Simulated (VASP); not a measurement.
Runs of VASP 6.6.1 on Y2CF2. The structure is trigonal, space group P-3m1 (No. 164). Conventional cell: a = 3.665 Å, b = 3.665 Å, c = 6.297 Å, α = 90.00°, β = 90.00°, γ = 120.00°. Y (site symmetry 3m) has 4 F at 2.41 to 2.45 Å and 3 C at 2.51 Å as nearest neighbours. Around C (site symmetry -3m) lie 6 Y at 2.51 Å. F (site symmetry 3m) has 4 Y at 2.41 to 2.45 Å and 3 F at 2.48 Å as nearest neighbours. The cell comes from a database or a generator and needn't be the stable form of this composition.

| level | potentials or basis | gap on the mesh (eV) | pressure (GPa) | relaxed volume (Å³/atom) | largest force (eV/Å) |
| --- | --- | --- | --- | --- | --- |
| LDA | VASP PAW LDA potentials, release 64 (Y_sv, C, F) | (a) | 0.0 | 13.93 | 0.01 |
| PBE | VASP PAW PBE potentials, release 64 (Y_sv, C, F) | 1.18 | 0.0 | 14.98 | 0.01 |
| PBEsol | VASP PAW PBE potentials, release 64 (Y_sv, C, F) | 1.10 | 0.1 | 14.38 | 0.01 |
| PBE+D3(BJ) | VASP PAW PBE potentials, release 64 (Y_sv, C, F) | 1.18 | 0.0 | (b) | 0.01 |

Alike in all rows: task relaxation of cell and atoms; no spin polarisation; cell relaxed; k mesh 9 × 9 × 4; cutoff (eV) 600; smearing gaussian 0.03 eV.

Task: Estimate the missing entries.

Result: (a) 1.05; (b) 14.63.

Caveats: an odd mesh through Γ misses points on the zone boundary, where band edges often lie; the PAW data sets were made with another functional, which shifts forces and pressure a little (some runs).

A k mesh can miss the band edges, and the runs leave out spin-orbit coupling on Y.

Not every run made on this cell is shown here.
